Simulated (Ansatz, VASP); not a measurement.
**One calculation of LuBeSi4, two programs**

```
CELL_PARAMETERS angstrom
4.56865 0.00000 0.00000
0.00000 4.56865 0.00000
0.00000 0.00000 5.26365
ATOMIC_POSITIONS crystal
Lu 0.50000 0.50000 0.59907
Be 0.00000 0.00000 0.03791
Si 0.73082 0.73082 0.21353
Si 0.26918 0.26918 0.21353
Si 0.26918 0.73082 0.21353
Si 0.73082 0.26918 0.21353
```

Alike in both runs: task single point; functional PBE; k mesh 4 × 4 × 4; occupations gaussian, width 0.1 eV; no spin polarisation.

|  | VASP | Ansatz |
| --- | --- | --- |
| version | VASP 6.6.1 | Ansatz 0.2.0 |
| potentials or method | VASP PAW PBE potentials, release 64 (Lu, Be, Si) | scalar-relativistic, plane waves, PAW |
| plane-wave cutoff (eV) | 520 | 420 |
| valence electrons in the cell | 43 | 43 |

```tsv
	VASP	Ansatz	Ansatz less VASP
gap on the k mesh at the Fermi level (eV)	none	none	-
rms of the force components (eV/Å)	2.491	2.479	-0.0125
```

Atom by atom the forces differ by 0.023 eV/Å (rms over components). A gap of «none» marks a metal or a gap that the smearing closes. The functional is the same, so the differences come from potentials, cutoffs and numerics.

Caveats: forces of over 1 eV/Å show positions far from the minimum, so gaps and moduli don't describe the material at rest. Spin-orbit coupling is left out, which matters for the levels of Lu.
